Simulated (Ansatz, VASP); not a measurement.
# Cross-check of NiSe2 (Penroseite) between VASP and Ansatz, part 2 of 2

Aim: how closely do two programs agree when they are given the same cell, functional and k mesh? The cell is taken from a series of runs on this material, whose earlier steps may have relaxed, scaled, displaced or heated it; both programs get it as it stands.

VASP 6.6.1 and Ansatz 0.2.0.

So far: Set-up; Ansatz: relaxation of cell and atoms, PBEsol; VASP: relaxation of cell and atoms, PBEsol.

## 3. VASP: relaxation of cell and atoms, PBEsol (continued)

Level of this step: PBEsol, no spin polarisation; plane waves and PAW (Ni, Se) (VASP).

Numbers of over 12 decimals in the logs are rounded to 6 here.

From OUTCAR (step 3):

```text
ion  position               nearest neighbor table
   1  0.000  0.000  0.000-   6 2.41   7 2.41   8 2.41  10 2.41  11 2.41  12 2.41
   2  0.500  0.000  0.500-  11 2.41   8 2.41   9 2.41   5 2.41  12 2.41   7 2.41
   3  0.500  0.500  0.000-  12 2.41   6 2.41   9 2.41   5 2.41  10 2.41   8 2.41
   4  0.000  0.500  0.500-  10 2.41   7 2.41   9 2.41   5 2.41  11 2.41   6 2.41
   5  0.373  0.373  0.373-   2 2.41   3 2.41   4 2.41   9 2.56
   6  0.127  0.627  0.873-   1 2.41   3 2.41   4 2.41  10 2.56
   7  0.873  0.127  0.627-   1 2.41   4 2.41   2 2.41  11 2.56
   8  0.627  0.873  0.127-   1 2.41   2 2.41   3 2.41  12 2.56
   9  0.627  0.627  0.627-   2 2.41   3 2.41   4 2.41   5 2.56
  10  0.873  0.373  0.127-   4 2.41   3 2.41   1 2.41   6 2.56
  11  0.127  0.873  0.373-   2 2.41   1 2.41   4 2.41   7 2.56
  12  0.373  0.127  0.873-   3 2.41   2 2.41   1 2.41   8 2.56

  LATTYP: Found a simple cubic cell.
 ALAT       =     5.8283640000

 Subroutine GETGRP returns: Found 24 space group operations
 (whereof  6 operations were pure point group operations)

The static configuration has the point symmetry S_6 .
 The point group associated with its full space group is T_h .

 Found     24 irreducible k-points:

   k-points           NKPTS =     24   k-points in BZ     NKDIM =     24   number of bands    NBANDS=     56

   dimension x,y,z NGX =    48 NGY =   48 NGZ =   48
   dimension x,y,z NGXF=    96 NGYF=   96 NGZF=   96

   ENCUT  =  600.0 eV  44.10 Ry    6.64 a.u.  11.64 11.64 11.64*2*pi/ulx,y,z

   NELECT =      88.0000    total number of electrons

 k-points in reciprocal lattice and weights: Automatic mesh
   0.00000000  0.00000000  0.00000000       0.005
   0.16666667  0.00000000  0.00000000       0.028
   0.33333333  0.00000000  0.00000000       0.028
   0.50000000  0.00000000  0.00000000       0.014
   0.16666667  0.16666667  0.00000000       0.056
   0.33333333  0.16666667  0.00000000       0.056
  -0.16666667  0.33333333  0.00000000       0.056
   0.50000000  0.16666667  0.00000000       0.028
  -0.16666667  0.50000000  0.00000000       0.028
[...]
0.50000000  0.50000000  0.33333333       0.028
   0.50000000  0.50000000  0.50000000       0.005

 average (electrostatic) potential at core
       1 -84.4559       2 -84.4559       3 -84.4559       4 -84.4559       5 -52.1721
       6 -52.1721       7 -52.1721       8 -52.1721       9 -52.1721      10 -52.1721
      11 -52.1721      12 -52.1721

 E-fermi :   7.0934

 k-point     1 :       0.0000    0.0000    0.0000
  band No.  band energies     occupation
    ...
     40       5.1598      2.00000
     41       6.1058      2.00000
     42       6.1058      2.00000
     43       6.1058      2.00000
     44       6.4009      2.00001
     45       8.1238     -0.00000
     46       8.1238     -0.00000
     47       8.1238     -0.00000
     48       8.9526     -0.00000
     49       8.9526     -0.00000
    ...

 k-point     2 :       0.1667    0.0000    0.0000
  band No.  band energies     occupation
    ...
     40       5.3070      2.00000
     41       6.0902      2.00000
     42       6.1244      2.00000
     43       6.1653      2.00000
     44       6.6136      2.00360
     45       8.1099     -0.00000
     46       8.1561     -0.00000
     47       8.2051     -0.00000
     48       8.2303     -0.00000
     49       8.6954     -0.00000
    ...

 k-point     3 :       0.3333    0.0000    0.0000
  band No.  band energies     occupation
    ...
     40       5.4135      2.00000
     41       6.2530      2.00000
     42       6.2700      2.00000
     43       6.3802      2.00001
     44       7.0210      1.57044
     45       7.5204     -0.01009
     46       7.9333     -0.00000
     47       8.0606     -0.00000
     48       8.3337     -0.00000
     49       8.3639     -0.00000
    ...

  Total       -0.0025951     -0.0025951     -0.0025951      0.0000000      0.0000000      0.0000000
  in kB       -0.0209574     -0.0209574     -0.0209574      0.0000000      0.0000000      0.0000000
  external PRESSURE =      -0.0209574 kB  Pullay stress =       0.0000000 kB

  energy-cutoff  :      600.00
  volume of cell :      198.39
      direct lattice vectors                 reciprocal lattice vectors
     5.832321806  0.000000000  0.000000000     0.171458303 -0.000000000 -0.000000000
     0.000000000  5.832321806  0.000000000    -0.000000000  0.171458303 -0.000000000
     0.000000000  0.000000000  5.832321806    -0.000000000 -0.000000000  0.171458303

 POSITION                                       TOTAL-FORCE (eV/Angst)
 -----------------------------------------------------------------------------------
      0.00000      0.00000      0.00000        -0.000000     -0.000000     -0.000000
      2.91616      0.00000      2.91616         0.000000     -0.000000     -0.000000
      2.91616      2.91616      0.00000         0.000000     -0.000000     -0.000000
      0.00000      2.91616      2.91616         0.000000     -0.000000     -0.000000
      2.17842      2.17842      2.17842         0.000426      0.000426      0.000426
      0.73774      3.65390      5.09458        -0.000426     -0.000426      0.000426
      5.09458      0.73774      3.65390         0.000426     -0.000426     -0.000426
      3.65390      5.09458      0.73774        -0.000426      0.000426     -0.000426
      3.65390      3.65390      3.65390        -0.000426     -0.000426     -0.000426
      5.09458      2.17842      0.73774         0.000426      0.000426     -0.000426
      0.73774      5.09458      2.17842        -0.000426      0.000426      0.000426
      2.17842      0.73774      5.09458         0.000426     -0.000426      0.000426
 -----------------------------------------------------------------------------------
    total drift:                               -0.001146     -0.001146     -0.001146

  FREE ENERGIE OF THE ION-ELECTRON SYSTEM (eV)
  ---------------------------------------------------
  free  energy   TOTEN  =       -59.0609782697 eV

  energy  without entropy=      -59.0585163371  energy(sigma->0) =      -59.06015763

 reached required accuracy - stopping structural energy minimisation

 total charge
# of ion       s       p       d       tot
------------------------------------------
    1        0.426   0.522   8.406   9.353
    2        0.426   0.522   8.406   9.353
    3        0.426   0.522   8.406   9.353
    4        0.426   0.522   8.406   9.353
    5        1.499   2.195   0.076   3.771
    6        1.499   2.195   0.076   3.771
    7        1.499   2.195   0.076   3.771
    8        1.499   2.195   0.076   3.771
    9        1.499   2.195   0.076   3.771
   10        1.499   2.195   0.076   3.771
   11        1.499   2.195   0.076   3.771
   12        1.499   2.195   0.076   3.771
--------------------------------------------------
tot         13.698  19.645  34.236  67.578

[... 3 further parts left out ...]
```

This run has no spin polarisation, so a moment on Ni, if there is one, isn't seen. The run keeps the 24 symmetry operations of its start, so it cannot find a distortion of lower symmetry.

## 4. Differences

Known differences besides the potentials themselves: the data sets hold 200 valence electrons in Ansatz (on its PAW soft_1 files) and 88 in VASP; the cutoff is 420 eV in Ansatz and 600 eV in VASP; Ansatz makes its cores anew for this functional, VASP keeps those of its PBE data sets. Total energies have different zeros and are not compared.

Compared:

| quantity | Ansatz | VASP | difference |
| --- | --- | --- | --- |
| volume (Å³) | 197.99 | 198.39 | -0.20 % |
| edge a after relaxation, in the typed setting (Å) | 5.828 | 5.832 | -0.07 % |

## 5. Summary of results

| Quantity | Value |
| --- | --- |
| difference in volume (relaxation of cell and atoms, PBEsol) | -0.20 % |

In words: The difference in volume is -0.20 % (relaxation of cell and atoms, PBEsol), within the 1.2 % picked in this series as the mark of a large difference, as far as the stopping tolerances let one tell. The data sets hold unlike numbers of valence electrons (200 in Ansatz and 88 in VASP), so part of the differences comes from the potentials. 2 further runs of this series are not shown here. How closely two codes agree says nothing of how well the functional describes the real material.

[Lines on the potential files, build, host, timing and source positions are cut from VASP's logs without a mark.]

[Logs are printed without paths, hosts, clocks, repeated set-up lines and the standing remarks that a program may print on its own settings, such as how far it seeks lower states.]

[Hosts, paths, dates, database ids (printed as entryN), source tags and the programs' standing remarks are cut or masked in the printed files.]
